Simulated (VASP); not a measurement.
These are SCAN meta-GGA, VASP's PBE PAW potentials (set 64) (plane waves; VASP) values and carry that method's errors.

The input files of a VASP run:

**POSCAR**
```
PbO2
1
    4.8798485184     0.0000000000     0.0000000000
    0.0000000000     4.8798485184     0.0000000000
    0.0000000000     0.0000000000     3.3410710707
Pb O
2 4
Direct
  1.0000000000   0.0000000000   0.0000000000
  0.5000000000   0.5000000000   0.5000000000
  0.3072558659   0.3072558659   0.0000000000
  0.8072558659   0.1927441341   0.5000000000
  0.1927441341   0.8072558659   0.5000000000
  0.6927441341   0.6927441341   1.0000000000
```

### KPOINTS
```
Automatic mesh
0
Gamma
5 5 7
0 0 0
```

**INCAR**
```
SYSTEM  =  PbO2
PREC  =  Accurate; ENCUT  =  520; LREAL  =  F
LASPH  =  T
EDIFF  =  1E-7; NELM  =  100; ALGO  =  Normal
LMAXMIX  =  4; LMIXTAU  =  T
ISMEAR  =  0; SIGMA  =  0.05
METAGGA  =  SCAN
IBRION  =  2; NSW  =  30; ISIF  =  4
EDIFFG  =  -0.01
LWAVE  =  F; LCHARG  =  F
```

POTCAR, in this order: Pb_d O (PBE.64 set). Program: vasp_std.

Unless said otherwise, spin-orbit coupling is left out, though it shifts the bands of the heavy elements here.

### Question
What does the run give for the energy per atom (σ→0), band gap (on the k-mesh)?

### Answer

* **energy per atom (σ→0)**: -30.245 eV/atom
* **band gap (on the k-mesh)**: none (metal, semimetal or under 0.01 eV)

### OSZICAR
```
...
DAV:   3    -0.181469585178E+03    0.72629E-04   -0.35679E-04  1944   0.210E-01    0.150E-02
DAV:   4    -0.181469592152E+03   -0.69749E-05   -0.17306E-04  1504   0.138E-01    0.301E-03
DAV:   5    -0.181469599471E+03   -0.73190E-05   -0.68308E-05  1488   0.831E-02    0.269E-03
DAV:   6    -0.181469595464E+03    0.40070E-05   -0.65994E-06  1614   0.260E-02    0.133E-03
DAV:   7    -0.181469595348E+03    0.11694E-06   -0.89068E-07  1663   0.989E-03    0.322E-04
DAV:   8    -0.181469595126E+03    0.22116E-06   -0.21915E-07  1265   0.508E-03    0.182E-04
DAV:   9    -0.181469595078E+03    0.48684E-07   -0.27299E-08   982   0.170E-03
   8 F= -.18146960E+03 E0= -.18146931E+03  d E =-.216054E-02
```

The compound is PbO2 in the rutile structure. This cell is one point of a volume scan, at 0.94 of the reference volume. Symmetry was kept, so distortions that lower it aren't found.
